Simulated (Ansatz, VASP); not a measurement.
# Two plane-wave programs on In3Cu

```
In Cu
1.0
     4.33110    0.00000    0.00000
     0.00000    4.33110    0.00000
     0.00000    0.00000    4.33110
In Cu
3 1
Direct
  0.00000 0.50000 0.50000
  0.50000 0.00000 0.50000
  0.50000 0.50000 0.00000
  0.00000 0.00000 0.00000
```

Alike in both runs: functional LDA; k mesh 10 × 10 × 10; occupations gaussian, width 0.1 eV; no spin polarisation.

Ansatz relaxed the structure, and its values are those at the end. VASP's run is a single point on that final structure, the one shown.

|  | VASP | Ansatz |
| --- | --- | --- |
| version | VASP 6.6.1 | Ansatz 0.2.0 |
| potentials or method | VASP PAW LDA potentials, release 64 (In_d, Cu) | scalar-relativistic, plane waves, PAW |
| plane-wave cutoff (eV) | 520 | 520 |
| valence electrons in the cell | 50 | 58 |

```csv
,VASP,Ansatz,Ansatz less VASP
gap on the k mesh at the Fermi level (eV),none,none,-
pressure (GPa),-0.2,0.0,+0.16
```

A gap of «none» marks a metal or a gap that the smearing closes. The two sets of potentials don't hold the same shells in valence.
